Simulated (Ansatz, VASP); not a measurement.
## Two plane-wave programs on TaGa2

```
Ta Ga
1.0
     0.00000    2.92092    2.92092
     2.92092    0.00000    2.92092
     2.92092    2.92092    0.00000
Ta Ga
1 2
Direct
  0.00000 0.00000 0.00000
  0.25000 0.25000 0.25000
  0.50000 0.50000 0.50000
```

Change from the starting cell: species swapped into the Cu2Se type (F-43m, No. 216).

Alike in both runs: task single point; functional PBE; k mesh 6 × 6 × 6; occupations gaussian, width 0.1 eV; no spin polarisation.

```csv
,VASP,Ansatz
version,VASP 6.6.1,Ansatz 0.2.0
potentials or method,"VASP PAW PBE potentials, release 64 (Ta_pv, Ga_d)","scalar-relativistic, plane waves, PAW"
plane-wave cutoff (eV),520,420
valence electrons in the cell,37,39
```

```tsv
	VASP	Ansatz	Ansatz less VASP
gap on the k mesh at the Fermi level (eV)	none	none	-
pressure (GPa)	16.3	15.9	-0.36
```

A gap of «none» marks a metal or a gap that the smearing closes. The two sets of potentials don't hold the same shells in valence.

Caveats: so large a pressure means that the cell lies far from this level's equilibrium, or that cutoff or potentials fall short (VASP). The runs have no spin-orbit coupling, so splittings on Ta are missing.
